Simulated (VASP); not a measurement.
VASP runs on PbF₂ (atoms displaced from the space group 166 structure) share one base input (PBE GGA, plane waves, VASP's PBE PAW potentials (set 64)) and change the settings named in each case.

**INCAR**
```
ALGO=Normal
EDIFF=1E-6
ENCUT=400
GGA=PE
ISIF=2
ISMEAR=-1
LASPH=.TRUE.
LCHARG=.FALSE.
LMAXMIX=4
LREAL=.FALSE.
LWAVE=.FALSE.
NELM=100
PREC=Accurate
SIGMA=0.1
SYSTEM=PbF2
```

### POSCAR
```
PbF2
1
    1.7690560000     1.0213650000     5.3632860000
   -1.7690560000     1.0213650000     5.3632860000
    0.0000000000    -2.0427300000     5.3632860000
Pb F
1 2
Direct
 -0.0086000000   0.0071920000  -0.0007240000
  0.2528350000   0.2608240000   0.2514400000
  0.7557650000   0.7319830000   0.7492830000
```

### KPOINTS
```
K-points
0
G
5 5 5
```

POTCAR, in this order: Pb_d F (PBE.64 set). Program: vasp_std.

```
change                                                                                                                          E(σ→0) (eV/atom)  pressure (GPa)  largest force (eV/Å)
------------------------------------------------------------------------------------------------------------------------------  ----------------  --------------  --------------------
base run                                                                                                                                 -4.4804            3.97                 0.506
GGA removed, POTCAR Pb_d F (LDA.64 set)                                                                                                  -5.0177           -1.84                 0.213
GGA_COMPAT = .FALSE., LNONCOLLINEAR = .TRUE., LSORBIT = .TRUE., MAGMOM = 0.0 0.0 0.0 0.0 0.0 0.0 0.0 0.0 0.0, program vasp_ncl           -4.5786            3.83                 0.513
KPOINTS 7×7×7 Γ-centred mesh                                                                                                             -4.4810            4.00                 0.506
```
 Energies of different potentials or functionals have different zeros.  Unless said otherwise, spin-orbit coupling is left out, though it shifts the bands of the heavy elements here. At 400 eV the pressure can carry a Pulay error.

Left out are runs that ran out of time, are held back, or changed the cell or the kind of run, fixed moments of cells without a moment, rows past the twelfth, gaps on odd meshes, pressures of charged cells and columns that move by less than the noise.

The structure was generated: PbF2 was put into an ordered model structure, which need not be its known phase. The cell was not relaxed at this level, its atoms were moved at random.
